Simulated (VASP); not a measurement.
```yaml
crystal:
  lattice:
    - [3.14499, 0.00000, 0.00000]
    - [0.00000, 3.14499, 0.00000]
    - [0.00000, 0.00000, 3.14499]
  atoms:
    - { symbol: Zn, position: [0.50000, 0.50000, 0.50000] }
    - { symbol: Au, position: [0.00000, 0.00000, 0.00000] }
```

These are revPBE GGA, VASP's PBE PAW potentials (set 64) (plane waves; VASP) values and carry that method's errors. Numerical set-up: 520 eV cut-off, 11×11×11 Γ-centred mesh, first-order Methfessel-Paxton smearing of 0.10 eV, potentials Zn Au.

Unless said otherwise, spin-orbit coupling is left out, though it shifts the bands of the heavy elements here.

Question: Predict the energy per atom (σ→0), pressure, band gap (on the k-mesh) with the smallest direct gap where there is one.

Answer: 
The band gap (on the k-mesh) is none (metal, semimetal or under 0.01 eV) and the energy per atom (σ→0) is -1.958 eV/atom. The pressure comes out as 80.0 kbar.

Total energies compare only between runs with the same potentials, cut-off and functional.

The compound is AuZn in the CsCl type structure. This cell is one point of a volume scan, at 0.94 of the reference volume. The electron count is odd and the run is not spin-polarised, which forces a metal.
